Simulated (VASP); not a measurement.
VASP ran on this input.

### INCAR
```
! general
SYSTEM  = Bi2Se3
PREC    = Accurate
ENCUT   = 520   ! plane-wave cut-off (eV)
LREAL   = .False.   ! projection in real space or not
LASPH   = .True.   ! aspherical one-centre terms

! electronic loop
EDIFF   = 1E-7
NELM    = 100   ! most electronic steps
ALGO    = Normal
LMAXMIX = 4   ! l cut-off of mixed one-centre charges

! smearing
ISMEAR  = -5

! functional
GGA     = PS   ! PBEsol

! ions
ISIF    = 2   ! forces and stress, cell fixed

! output
LWAVE   = .False.
LCHARG  = .True.
LORBIT  = 11
NEDOS   = 601   ! DOS grid

! other
LEFG    = .True.
```

### POSCAR
```
Bi2Se3
1
    9.6008275496    -2.0648303594     0.0004598844
    9.6008275496     2.0648303594     0.0004598844
    9.1565787989     0.0000000000     3.5491521524
Bi Se
2 3
Direct
  0.4001815848   0.4001815848   0.4001815848
  0.5998184152   0.5998184152   0.5998184152
  0.0000000000   0.0000000000   0.0000000000
  0.2114476345   0.2114476345   0.2114476345
  0.7885523655   0.7885523655   0.7885523655
```

KPOINTS:
```
Automatic mesh
0
Gamma
7 7 7
0 0 0
```

POTCAR, in this order: Bi_d Se (PBE.64 set). Program: vasp_std.

### Question
Translate this PBEsol calculation to Ansatz.

### Answer
One equivalent input (not run):
Ansatz 0.2 input:
```yaml
crystal:
  lattice:
    - [9.6008275, -2.0648304, 0.0004599]
    - [9.6008275, 2.0648304, 0.0004599]
    - [9.1565788, 0.0000000, 3.5491522]
  atoms:
    - { symbol: Bi, position: [0.4001816, 0.4001816, 0.4001816] }
    - { symbol: Bi, position: [0.5998184, 0.5998184, 0.5998184] }
    - { symbol: Se, position: [0.0000000, 0.0000000, 0.0000000] }
    - { symbol: Se, position: [0.2114476, 0.2114476, 0.2114476] }
    - { symbol: Se, position: [0.7885524, 0.7885524, 0.7885524] }
kpoints:
  mp_grid: { grid: [7, 7, 7] }
hamiltonian:
  xc: pbesol
  pseudopotentials: { kind: paw }
scf:
  occupations: { method: tetrahedron }
  max_iter: 100
output: { forces: true, stress: true, eigenvalues: true }
```
What does not carry over: each code has its own PAW files, so the cut-off isn't converted (ENCUT is set for VASP's; basis.ecutwfc is left out, and Ansatz then takes the one that its files recommend); Ansatz stops its SCF on the density residual and VASP on the energy change (EDIFF); the field gradients of LEFG aren't asked of the other code.

The compound is Bi2Se3 in the tetradymite structure. It was relaxed first.
